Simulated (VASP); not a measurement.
Computed with PBE GGA, VASP's PBE PAW potentials (set 64) (plane waves; VASP 6.6.1).

VASP input:

**POSCAR**
```
GeBr2
1
    3.4208670000     0.0000000000     0.0000000000
   -1.7104330000     2.9625580000     0.0000000000
    0.0000000000     0.0000000000    13.3057760000
Ge Br
2 4
Direct
  0.3333330000   0.6666670000   0.2500000000
  0.6666670000   0.3333330000   0.7500000000
  0.3333330000   0.6666670000   0.6275000000
  0.6666670000   0.3333330000   0.1275000000
  0.6666670000   0.3333330000   0.3725000000
  0.3333330000   0.6666670000   0.8725000000
```

### INCAR
```
SYSTEM = GeBr2
PREC = Accurate
ENCUT = 300
EDIFF = 1E-6
NELM = 100
ALGO = Normal
LREAL = .FALSE.
LASPH = .TRUE.
ISMEAR = -1
SIGMA = 0.1
GGA = PE
LMAXMIX = 4
LWAVE = .FALSE.
LCHARG = .FALSE.
ISIF = 2
```

**KPOINTS**
```
Automatic mesh
0
Gamma
1 1 1
0 0 0
```

POTCAR, in this order: Ge_d Br (PBE.64 set). Program: vasp_std.

Output

**OUTCAR**
```
 ion  position               nearest neighbor table
   1  0.333  0.667  0.250-   4 2.56   5 2.56   4 2.56   5 2.56   4 2.56   5 2.56
   2  0.667  0.333  0.750-   3 2.56   6 2.56   3 2.56   6 2.56   3 2.56   6 2.56
   3  0.333  0.667  0.627-   2 2.56   2 2.56   2 2.56
   4  0.667  0.333  0.127-   1 2.56   1 2.56   1 2.56
   5  0.667  0.333  0.373-   1 2.56   1 2.56   1 2.56
   6  0.333  0.667  0.873-   2 2.56   2 2.56   2 2.56
  LATTYP: Found a hexagonal cell.
 ALAT       =     3.4208670000
 C/A-ratio  =     3.8895917322
 Subroutine PRICEL returns:
 Original cell was already a primitive cell.
 Subroutine GETGRP returns: Found 24 space group operations
The static configuration has the point symmetry D_3d.
 The point group associated with its full space group is D_6h.
The dynamic configuration has the point symmetry D_3d.
 Subroutine INISYM returns: Found 24 space group operations
 Subroutine IBZKPT returns following result:
 Found      1 irreducible k-points:

 Following reciprocal coordinates:
            Coordinates               Weight
  0.000000  0.000000  0.000000      1.000000
   k-points           NKPTS =      1   k-points in BZ     NKDIM =      1   number of bands    NBANDS=     33
   number of dos      NEDOS =    301   number of ions     NIONS =      6
   total plane-waves  NPLWV =  32000
   dimension x,y,z NGX =    20 NGY =   20 NGZ =   80
   dimension x,y,z NGXF=    40 NGYF=   40 NGZF=  160
   ions per type =               2   4
   PREC   = accura    normal or accurate (medium, high low for compatibility)
   ISTART =      0    job   : 0-new  1-cont  2-samecut
   ICHARG =      2    charge: 1-file 2-atom 10-const
   ISPIN  =      1    spin polarized calculation?
   LNONCOLLINEAR =      F non collinear calculations
   LSORBIT =      F    spin-orbit coupling
   INIWAV =      1    electr: 0-lowe 1-rand  2-diag
   ENCUT  =  300.0 eV  22.05 Ry    4.70 a.u.   4.83  4.83 18.79*2*pi/ulx,y,z
   NELM   =    100;   NELMIN=  2; NELMDL= -5     # of ELM steps
   EDIFF  = 0.1E-05   stopping-criterion for ELM
   LREAL  =      F    real-space projection
   NLSPLINE    = F    spline interpolate recip. space projectors
   LMAXMIX     =    4 max onsite mixed and CHGCAR
   VOSKOWN=      0    Vosko Wilk Nusair interpolation
   EDIFFG = 0.1E-04   stopping-criterion for IOM
   NSW    =      0    number of steps for IOM
   NBLOCK =      1;   KBLOCK =      1    inner block; outer block
   IBRION =     -1    ionic relax: 0-MD 1-quasi-New 2-CG
   NFREE  =      0    steps in history (QN), initial steepest desc. (CG)
   ISIF   =      2    stress and relaxation
   ISYM   =      2    0-nonsym 1-usesym 2-fastsym
   TEIN   =    0.0    initial temperature
   TEBEG  =    0.0;   TEEND  =   0.0 temperature during run
   SMASS  =  -3.00    Nose mass-parameter (am)
   PSTRESS=    0.0 pullay stress
   NELECT =      56.0000    total number of electrons
   EFERMI =   0.00;   METHOD = LEGACY
   ISMEAR =    -1;   SIGMA  =   0.10  broadening in eV -4-tet -1-fermi 0-gaus
   IALGO  =     38    algorithm
   LDIAG  =      T    sub-space diagonalisation (order eigenvalues)
   IMIX   =      4    mixing-type and parameters
     AMIX     =   0.40;   BMIX     =  1.00
     AMIX_MAG =   1.60;   BMIX_MAG =  1.00
     AMIN     =   0.10
   GGA     = PE    functional components
   VOSKOWN =     0    Vosko Wilk Nusair interpolation
   LHFCALC =     F    Hartree Fock is set to
   LHFONE  =     F    Hartree Fock one center treatment
   AEXX    =    0.0000 exact exchange contribution
   IVDW    =     0    specifies the selected vdW correction
   LEPSILON=     F    determine dielectric tensor
   LRPA    =     F    only Hartree local field effects (RPA)
  energy-cutoff  :      300.00
  volume of cell :      134.85
      direct lattice vectors                 reciprocal lattice vectors
     3.420867000  0.000000000  0.000000000     0.292323554  0.168773018  0.000000000
...
```

File OSZICAR:
```
       N       E                     dE             d eps       ncg     rms          rms(c)
DAV:   1     0.492003019110E+03    0.49200E+03   -0.19977E+04    82   0.244E+03
DAV:   2     0.952054898629E+02   -0.39680E+03   -0.39198E+03    74   0.592E+02
DAV:   3     0.161135177498E+02   -0.79092E+02   -0.78484E+02    84   0.156E+02
DAV:   4     0.123559047392E+02   -0.37576E+01   -0.37161E+01    68   0.405E+01
DAV:   5     0.121932717102E+02   -0.16263E+00   -0.16232E+00    92   0.753E+00    0.355E+01
DAV:   6     0.149836285507E+02    0.27904E+01   -0.52421E+00    98   0.136E+01    0.161E+01
DAV:   7     0.151204205019E+02    0.13679E+00   -0.20693E+00    76   0.672E+00    0.445E+00
DAV:   8     0.150745057565E+02   -0.45915E-01   -0.21593E-01    92   0.344E+00    0.107E+00
DAV:   9     0.150795130585E+02    0.50073E-02   -0.29547E-02    84   0.748E-01    0.748E-01
DAV:  10     0.150785978686E+02   -0.91519E-03   -0.10439E-02    84   0.614E-01    0.390E-01
DAV:  11     0.150785249818E+02   -0.72887E-04   -0.13241E-03    84   0.156E-01    0.769E-02
DAV:  12     0.150785007821E+02   -0.24200E-04   -0.71741E-05    84   0.449E-02    0.519E-02
DAV:  13     0.150784841620E+02   -0.16620E-04   -0.29638E-05    84   0.380E-02    0.599E-03
DAV:  14     0.150784833970E+02   -0.76500E-06   -0.16681E-06    68   0.745E-03
   1 F= 0.15078483E+02 E0= 0.15078487E+02  d E =-.807681E-05
```

### OUTCAR
```
------------------------ aborting loop because EDIFF is reached ----------------------------------------
  FORCE on cell =-STRESS in cart. coord.  units (eV):
  Direction    XX          YY          ZZ          XY          YZ          ZX
  --------------------------------------------------------------------------------------
  Total       82.3187766     82.3187919     22.5363525      0.0000139      0.0000000      0.0000000
  in kB      978.0616508    978.0618324    267.7632374      0.0001651      0.0000000      0.0000000
  external PRESSURE =     741.2955735 kB  Pullay stress =       0.0000000 kB
  volume of cell :      134.85
      direct lattice vectors                 reciprocal lattice vectors
     3.420867000  0.000000000  0.000000000     0.292323554  0.168773018  0.000000000
    -1.710433000  2.962558000  0.000000000     0.000000000  0.337546134  0.000000000
     0.000000000  0.000000000 13.305776000     0.000000000  0.000000000  0.075155331
 POSITION                                       TOTAL-FORCE (eV/Angst)
 -----------------------------------------------------------------------------------
     -0.00000      1.97504      3.32644         0.000000      0.000000      0.000000
      1.71044      0.98752      9.97933        -0.000000     -0.000000      0.000000
     -0.00000      1.97504      8.34937         0.000000     -0.000000     -2.285589
      1.71044      0.98752      1.69649        -0.000000      0.000000     -2.285589
      1.71044      0.98752      4.95640         0.000000      0.000000      2.285589
     -0.00000      1.97504     11.60929        -0.000000     -0.000000      2.285589
 -----------------------------------------------------------------------------------
    total drift:                               -0.000982      0.000356     -0.000000
  FREE ENERGIE OF THE ION-ELECTRON SYSTEM (eV)
  ---------------------------------------------------
  free  energy   TOTEN  =        15.0784833970 eV

  energy  without entropy=       15.0784914738  energy(sigma->0) =       15.07848744
```
(Selected blocks of OUTCAR.)

At this cut-off the stress carries a Pulay error, which pulls relaxed volumes low.

The structure was generated: GeBr2 was put into an ordered model structure, which need not be its known phase. The cell was not relaxed at this level. The k-mesh is coarse (spacing up to 2.12 per Å, 2π included), so the numbers may not be converged in it. The run is one of a series of settings (KPOINTS 1×1×1 Γ-centred mesh against the base run), some of them coarse on purpose.
